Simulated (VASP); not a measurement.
Method: r2SCAN meta-GGA, VASP's PBE PAW potentials (set 64) (plane waves; VASP). Each cell was relaxed at this level, without spin-orbit coupling.

**Question.** Which of these comes out without a gap?
A. BaS, Fm-3m (225)
B. CuI, F-43m (216)
C. MgO, Fm-3m (225)
D. Nb3Sn, Pm-3n (223)

**Answer.** D, Nb3Sn, Pm-3n (223). The others have gaps of 1.69 eV (CuI, F-43m (216)), 2.51 eV (BaS, Fm-3m (225)), 5.73 eV (MgO, Fm-3m (225)).
